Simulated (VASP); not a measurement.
Here is the system:

```
Re
1.0
    1.38613    -2.40084     0.00000
    1.38613     2.40084     0.00000
    0.00000     0.00000     4.48563
Re
2
Cartesian
  1.38613   0.80028   1.12141
  1.38613  -0.80028   3.36422
```

The numbers are results of PBE GGA, VASP's PBE PAW potentials (set 64) (plane waves; VASP 6.6.1), not measurements. Run with 480 eV cut-off, 14×14×8 Γ-centred mesh, first-order Methfessel-Paxton smearing of 0.10 eV, potentials Re.

Unless said otherwise, spin-orbit coupling is left out, though it shifts the bands of the heavy elements here.

### Question
Estimate the energy per atom (σ→0), band gap (on the k-mesh) with the smallest direct gap where there is one.

### Answer

- band gap (on the k-mesh) = none (metal, semimetal or under 0.01 eV)
- energy per atom (σ→0) = -12.427 eV/atom

Total energies compare only between runs with the same potentials, cut-off and functional.

The compound is Re in the hcp structure. It was relaxed first.
